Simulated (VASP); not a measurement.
Given:

```xyz
2
Lattice="0.0000 2.2124 2.2124 2.2124 0.0000 2.2124 2.2124 2.2124 0.0000" Properties=species:S:1:pos:R:3 pbc="T T T"
Nb     0.0000     0.0000     0.0000
N      2.2124     2.2124     2.2124
```

Calculation: PBE GGA with D3 dispersion (Becke-Johnson damping), VASP's PBE PAW potentials (set 64) (plane waves; VASP). Run with 520 eV cut-off, 14×14×14 Γ-centred mesh, first-order Methfessel-Paxton smearing of 0.10 eV, potentials Nb_sv N.

The job: NbN (rock salt), 2 atoms, PBE-D3(BJ), static run, 520 eV, 14×14×14 Γ-centred mesh. Roughly how much core time does it take on a busy server core?

About 10 core-seconds (one run on a shared machine, a rough figure). It had 104 irreducible k-points, 13 bands, up to 595 plane waves and 15 electronic steps.

The compound is NbN in the rock salt structure, the cubic δ form, which competes with hexagonal ones. This cell is one point of a volume scan, at 1.03 of the reference volume.
